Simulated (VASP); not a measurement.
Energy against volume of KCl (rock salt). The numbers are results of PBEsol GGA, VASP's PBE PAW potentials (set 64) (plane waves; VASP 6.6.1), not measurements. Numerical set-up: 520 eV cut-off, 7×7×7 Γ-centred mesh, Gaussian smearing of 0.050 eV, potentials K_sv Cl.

| V (Å³/atom) | E (eV/atom) |
|---|---|
| 29.604 | -3.50976 |
| 30.519 | -3.51164 |
| 31.435 | -3.51031 |
| 32.350 | -3.50631 |

Problem. Fit these four points and predict the energy of the run at 28.688 Å³/atom.

Solution. A cubic in V^(−2/3), the third-order Birch-Murnaghan form, passes through the four points with V0 = 30.57 Å³/atom and B0 = 19 GPa, and gives -3.5040 eV/atom there. The run gave -3.5041 eV/atom, -0.1 meV/atom from the fit; all five points give B0 = 18 GPa.

The compound is KCl in the rock salt structure. It was relaxed first.
